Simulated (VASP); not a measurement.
Here is the system:

```yaml
crystal:
  lattice:
    - [0.00000, 2.55806, 2.55806]
    - [2.55806, 0.00000, 2.55806]
    - [2.55806, 2.55806, 0.00000]
  atoms:
    - { symbol: Zr, position: [0.00000, 0.00000, 0.00000] }
    - { symbol: O, position: [0.25000, 0.25000, 0.25000] }
    - { symbol: O, position: [0.75000, 0.75000, 0.75000] }
```

All values below come from PBE GGA, VASP's PBE PAW potentials (set 64) (plane waves; VASP). Numerical set-up: 620 eV cut-off, 8×8×8 Γ-centred mesh, Gaussian smearing of 0.050 eV, potentials Zr_sv O.

**Question.** What does the run give for the energy per atom (σ→0), band gap (on the k-mesh) with the smallest direct gap where there is one?

**Answer.** 
The band gap (on the k-mesh) is 3.31 eV, the smallest direct gap (on the k-mesh) comes out as 3.74 eV and the energy per atom (σ→0) is -9.525 eV/atom.

The absolute energy has meaning only against runs of the same code, potentials and settings.

The compound is ZrO2 in the fluorite structure, the high-temperature cubic form, which is unstable at 0 K; the monoclinic form is the stable one. It was relaxed first.
